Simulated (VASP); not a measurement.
**Ga$_{4}$PSb$_{3}$ (ordered alloy cell): computed properties**

Method: PBEsol GGA, VASP's PBE PAW potentials (set 64) (plane waves; VASP).

| Quantity | Result |
|---|---|
| space group | Amm2 (38) |
| cell | a = 4.201 Å, b = 8.410 Å, c = 11.900 Å, α = 90.00°, β = 90.00°, γ = 90.00° |
| volume per atom | 26.28 Å³/atom |
| band gap (over mesh and band path) | none (metal, semimetal or under 0.01 eV) |
| density | 5.33 g/cm³ |

```yaml
crystal:
  lattice:
    - [-0.00240, 5.94416, 5.94977]
    - [5.94416, -0.00240, 5.94977]
    - [2.97088, 2.97088, 0.00000]
  atoms:
    - { symbol: Ga, position: [0.99915, 0.99915, 0.00169] }
    - { symbol: Ga, position: [0.97709, 0.50900, 0.01391] }
    - { symbol: Ga, position: [0.50900, 0.97709, 0.01391] }
    - { symbol: Ga, position: [0.51370, 0.51370, 0.97259] }
    - { symbol: Sb, position: [0.12609, 0.12609, 0.24783] }
    - { symbol: Sb, position: [0.12555, 0.62398, 0.25047] }
    - { symbol: Sb, position: [0.62398, 0.12555, 0.25047] }
    - { symbol: P, position: [0.62543, 0.62543, 0.24913] }
```

Unless said otherwise, spin-orbit coupling is left out, though it shifts the bands of the heavy elements here.

The structure was generated: Ga4PSb3 was put into an ordered model structure (Amm2), which need not be its known phase. It was relaxed first. Symmetry was kept, so distortions that lower it aren't found.
